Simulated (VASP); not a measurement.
# A VASP study of Nb3Sn (PBEsol): structure first, properties next, part 2 of 2

What structure does Nb3Sn take at this level, and what are its properties? The start is a cell from a database of measured crystal structures.

VASP 6.6.1; PBEsol; plane waves and PAW (Nb_sv, Sn_d).

Still holding for the runs below: The k-mesh is coarse for a metal.

So far. Step 6 (Density of states (PBEsol)): The finer mesh and the other smearing move the Fermi level by -0.04 eV from the 4×4×4 run, a small shift, which tests the Fermi level alone. Of the states within 0.3 eV of the Fermi level, the largest shares in the PAW spheres are Nb d 56 %. The rest lies in smaller channels or between the spheres. Step 7 (Zone-centre phonons (PBEsol)): The three acoustic modes lie within 0.2 cm⁻¹ of zero, and all others are real.

## 9. Volume scan with PBEsol, volume scale 0.94

An equation of state needs energies on both sides of the minimum, all on one mesh and cutoff.

Contents of INCAR:

```
SYSTEM = Nb3Sn
PREC = Accurate
ENCUT = 400
EDIFF = 1E-06
NELM = 100
ISMEAR = 1
SIGMA = 0.2
LREAL = .FALSE.
ALGO = Normal
GGA = PS
NBANDS = 65
LASPH = .TRUE.
LORBIT = 11
LWAVE = .FALSE.
LCHARG = .FALSE.
KPAR = 4
ISIF = 2
```

Contents of POSCAR:

```
Nb3Sn
1.0
    5.1427185882      0.0000000000      0.0000000000
    0.0000000000      5.1427185882      0.0000000000
    0.0000000000      0.0000000000      5.1427185882
Nb Sn
6 2
Direct
    0.2500000000      0.0000000000      0.5000000000
    0.5000000000      0.7500000000      0.0000000000
    0.7500000000      0.0000000000      0.5000000000
    0.5000000000      0.2500000000      0.0000000000
    0.0000000000      0.5000000000      0.7500000000
    0.0000000000      0.5000000000      0.2500000000
    0.0000000000      0.0000000000      0.0000000000
    0.5000000000      0.5000000000      0.5000000000
```

Contents of KPOINTS:

```
Automatic mesh
0
Gamma
4 4 4
0 0 0
```

PAW data sets: Nb_sv and Sn_d (PBE family, release 64).

On the command line:

```
$ mpirun -np 4 vasp_std
```

Wall time 28 s (4 MPI ranks of AMD EPYC 7R32 (Zen 2), shared host); peak memory 0.8 GiB; 1.7 min of CPU time.

The scan keeps the cell's shape and the fractional positions fixed.

Numbers from this step:

- SCF cycles: 14
- bands: 65
- irreducible k-points: 10
- free energy (TOTEN): -75.6120 eV
- energy at zero smearing: -75.6018 eV
- Fermi energy: 12.50 eV
- pressure: 12.30 GPa

The pressure here is 12.30 GPa.

## 10. Volume scan with PBEsol, volume scale 0.96

INCAR is that of step 9.

POSCAR: that of step 9 with these lines changed.

```diff
@@ -2,5 +2,5 @@
 1.0
-    5.1427185882      0.0000000000      0.0000000000
-    0.0000000000      5.1427185882      0.0000000000
-    0.0000000000      0.0000000000      5.1427185882
+    5.1789361095      0.0000000000      0.0000000000
+    0.0000000000      5.1789361095      0.0000000000
+    0.0000000000      0.0000000000      5.1789361095
 Nb Sn
```

KPOINTS is that of step 9.

On the command line:

```
$ mpirun -np 4 vasp_std
```

It took 28 s on 4 MPI ranks; peak memory 0.82 GiB; 1.7 min of CPU time.

Numbers from this step:

* free energy (TOTEN): -75.8067 eV
* energy at zero smearing: -75.7960 eV
* Fermi energy: 12.19 eV
* pressure: 7.752 GPa

The pressure falls from 12.30 to 7.75 GPa.

The run ends at a pressure of 7.75 GPa.

## 11. Volume scan with PBEsol, volume scale 0.98

INCAR is that of step 10.

POSCAR: that of step 10 with these lines changed.

```diff
@@ -2,5 +2,5 @@
 1.0
-    5.1789361095      0.0000000000      0.0000000000
-    0.0000000000      5.1789361095      0.0000000000
-    0.0000000000      0.0000000000      5.1789361095
+    5.2146540390      0.0000000000      0.0000000000
+    0.0000000000      5.2146540390      0.0000000000
+    0.0000000000      0.0000000000      5.2146540390
 Nb Sn
```

KPOINTS is that of step 10.

On the command line:

```
$ mpirun -np 4 vasp_std
```

The job ended after 27 s (4 MPI ranks; peak memory 0.82 GiB).

The pressure falls from 7.75 to 3.64 GPa.

The run ends at a pressure of 3.64 GPa.

## 12. Volume scan with PBEsol, volume scale 1

INCAR is that of step 11.

POSCAR: that of step 11 with these lines changed.

```diff
@@ -2,5 +2,5 @@
 1.0
-    5.2146540390      0.0000000000      0.0000000000
-    0.0000000000      5.2146540390      0.0000000000
-    0.0000000000      0.0000000000      5.2146540390
+    5.2498892567      0.0000000000      0.0000000000
+    0.0000000000      5.2498892567      0.0000000000
+    0.0000000000      0.0000000000      5.2498892567
 Nb Sn
```

KPOINTS is that of step 11.

On the command line:

```
$ mpirun -np 4 vasp_std
```

It took 27 s on 4 MPI ranks; peak memory 0.81 GiB; 97 s of CPU time.

The pressure falls from 3.64 to -0.06 GPa, so it vanishes between these two volumes.

## 13. Volume scan with PBEsol, volume scale 1.02

INCAR is that of step 12.

POSCAR: that of step 12 with these lines changed.

```diff
@@ -2,5 +2,5 @@
 1.0
-    5.2498892567      0.0000000000      0.0000000000
-    0.0000000000      5.2498892567      0.0000000000
-    0.0000000000      0.0000000000      5.2498892567
+    5.2846577485      0.0000000000      0.0000000000
+    0.0000000000      5.2846577485      0.0000000000
+    0.0000000000      0.0000000000      5.2846577485
 Nb Sn
```

KPOINTS is that of step 12.

On the command line:

```
$ mpirun -np 4 vasp_std
```

Elapsed: 28 s, on 4 MPI ranks; peak memory 0.82 GiB.

The pressure falls from -0.06 to -3.41 GPa.

The run ends at a pressure of -3.41 GPa.

## 14. Volume scan with PBEsol, volume scale 1.04

INCAR is that of step 13.

POSCAR: that of step 13 with these lines changed.

```diff
@@ -2,5 +2,5 @@
 1.0
-    5.2846577485      0.0000000000      0.0000000000
-    0.0000000000      5.2846577485      0.0000000000
-    0.0000000000      0.0000000000      5.2846577485
+    5.3189746694      0.0000000000      0.0000000000
+    0.0000000000      5.3189746694      0.0000000000
+    0.0000000000      0.0000000000      5.3189746694
 Nb Sn
```

KPOINTS is that of step 13.

On the command line:

```
$ mpirun -np 4 vasp_std
```

Wall time 29 s (4 MPI ranks); peak memory 0.81 GiB; 1.7 min of CPU time.

The pressure falls from -3.41 to -6.45 GPa.

The run ends at a pressure of -6.45 GPa.

## 15. Volume scan with PBEsol, volume scale 1.06

A prediction first. A parabola through the 6 pressures of evenly scaled cells so far, P = -0.07 -176.9 t +371 t² GPa with t = ln(V/V₁) and V₁ the volume at scale 1, gives -9.12 GPa at t = +0.0583.

INCAR is that of step 14.

POSCAR: that of step 14 with these lines changed.

```diff
@@ -2,5 +2,5 @@
 1.0
-    5.3189746694      0.0000000000      0.0000000000
-    0.0000000000      5.3189746694      0.0000000000
-    0.0000000000      0.0000000000      5.3189746694
+    5.3528544024      0.0000000000      0.0000000000
+    0.0000000000      5.3528544024      0.0000000000
+    0.0000000000      0.0000000000      5.3528544024
 Nb Sn
```

KPOINTS is that of step 14.

On the command line:

```
$ mpirun -np 4 vasp_std
```

It took 30 s on 4 MPI ranks; peak memory 0.83 GiB; 1.8 min of CPU time.

The pressure falls from -6.45 to -9.18 GPa. The parabola predicted -9.12 GPa, +0.06 GPa off.

## 16. Side by side

Times are for 4 MPI ranks of AMD EPYC 7R32 (Zen 2), shared host. Results by setting:

| no. | volume scale | energy above the lowest point (meV/atom) | pressure (GPa) | time | memory (GiB) |
| --- | --- | --- | --- | --- | --- |
| 1 | 0.94 | 44.11 | 12.30 | 28 s | 0.8 |
| 2 | 0.96 | 19.83 | 7.752 | 28 s | 0.82 |
| 3 | 0.98 | 5.54 | 3.642 | 27 s | 0.82 |
| 4 | 1 | 0 | -0.06261 | 27 s | 0.81 |
| 5 | 1.02 | 2.54 | -3.414 | 28 s | 0.82 |
| 6 | 1.04 | 12.44 | -6.451 | 29 s | 0.81 |
| 7 | 1.06 | 28.61 | -9.178 | 30 s | 0.83 |

## 17. Fit for PBEsol

This step: Birch-Murnaghan fit, PBEsol; plane waves and PAW (VASP 6.6.1).

Derived from the runs above.

Numbers from this step:

* pressure derivative of the bulk modulus: 4.289
* r.m.s. error of the fit: 4.33e-5 eV/atom
* minimum inside the sampled range: yes
* bulk modulus: 174.8 GPa
* equilibrium volume of the fit: 18.15 Å³/atom

Table of energy above the fitted minimum by volume:

| volume (Å³/atom) | energy above the fitted minimum (eV/atom) |
| --- | --- |
| 17.002 | 0.0442 |
| 17.363 | 0.0199 |
| 17.725 | 0.00561 |
| 18.087 | 7.2e-5 |
| 18.448 | 0.00262 |
| 18.810 | 0.0125 |
| 19.172 | 0.0287 |

The fitted volume lies +0.33 % from the relaxed one. At a finite cutoff and mesh the minimum of the energy and the zero of the stress don't quite coincide, and the relaxation stops at a threshold.

## 18. Band structure (PBEsol), changed input

This step: PBEsol; plane waves and PAW (Nb_sv, Sn_d) (VASP 6.6.1).

This run is made with a changed input; what comes of it follows.

Contents of INCAR:

```
SYSTEM = Nb3Sn
PREC = Accurate
ENCUT = 400
EDIFF = 1E-16
NELM = 80
ISMEAR = 1
SIGMA = 0.2
LREAL = .FALSE.
ALGO = Normal
GGA = PS
NBANDS = 77
LASPH = .TRUE.
LORBIT = 11
LWAVE = .FALSE.
LCHARG = .FALSE.
KPAR = 4
```

POSCAR: that of step 15 with these lines changed.

```diff
@@ -2,5 +2,5 @@
 1.0
-    5.3528544024      0.0000000000      0.0000000000
-    0.0000000000      5.3528544024      0.0000000000
-    0.0000000000      0.0000000000      5.3528544024
+    5.2498892567      0.0000000000      0.0000000000
+    0.0000000000      5.2498892567      0.0000000000
+    0.0000000000      0.0000000000      5.2498892567
 Nb Sn
```

KPOINTS is that of step 15.

Contents of KPOINTS_OPT:

```
Line mode
12
Line-mode
Reciprocal
  0.00000000   0.00000000   0.00000000 GAMMA
  0.00000000   0.50000000   0.00000000 X

  0.00000000   0.50000000   0.00000000 X
  0.50000000   0.50000000   0.00000000 M

  0.50000000   0.50000000   0.00000000 M
  0.00000000   0.00000000   0.00000000 GAMMA

  0.00000000   0.00000000   0.00000000 GAMMA
  0.50000000   0.50000000   0.50000000 R

  0.50000000   0.50000000   0.50000000 R
  0.00000000   0.50000000   0.00000000 X

  0.50000000   0.50000000   0.00000000 M
  0.50000000   0.50000000   0.50000000 R
```

On the command line:

```
$ mpirun -np 4 vasp_std
```

The job ended after 4.6 min (4 MPI ranks).

The run was cut off at its time limit.

The fault in the input: threshold below the noise (EDIFF = 1e-16). An EDIFF of 1E-06 to 1E-08 can be reached; this one can't.

## 19. Results

```
relaxed volume                            : 18.09 Å³/atom
relaxed conventional cell a, b, c         : 5.250, 5.250, 5.250 Å
space group after relaxing, within 0.02 Å : Pm-3n (No. 223)
band gap                                  : none, a metal
DOS at the Fermi level                    : 17.8 states/eV/cell
highest zone-centre mode                  : 215 cm⁻¹
bulk modulus from the fit                 : 175 GPa
volume from the fit                       : 18.1 Å³/atom
```

With PBEsol, Nb3Sn relaxes to 18.09 Å³/atom in space group Pm-3n (held by the symmetry of the run), comes out as a metal and has a bulk modulus of 175 GPa. Against the listed cell the volume lies -1.8 %. Bands along the symmetry lines (PBEsol): Of the bands kept, 6 cross the Fermi level on this path. Zone-centre phonons (PBEsol): The highest mode in this list at Γ, 215.5 cm⁻¹, has its largest share on Nb (56 % of the kinetic energy). Spin-orbit coupling is left out, and with elements this heavy it would split and shift bands near the Fermi level. The k-sampling is coarse for a metal, so the Fermi level, pressures and the shape of the cell carry errors. Modes at Γ alone can't show that the crystal is stable at other wave vectors. No search among competing phases was made, and a listed structure need not be the one stable at ambient conditions. All values are for a static lattice at zero temperature.

[Lines on the potential files, build, host, timing and source positions are cut from VASP's logs without a mark.]

[Logs are printed without paths, hosts, clocks, repeated set-up lines and the standing remarks that a program may print on its own settings, such as how far it seeks lower states.]

[Hosts, paths, dates, database ids (printed as entryN), source tags and the programs' standing remarks are cut or masked in the printed files.]

[A measured line is paired with the nearest computed mode of its activity, which favours agreement.]
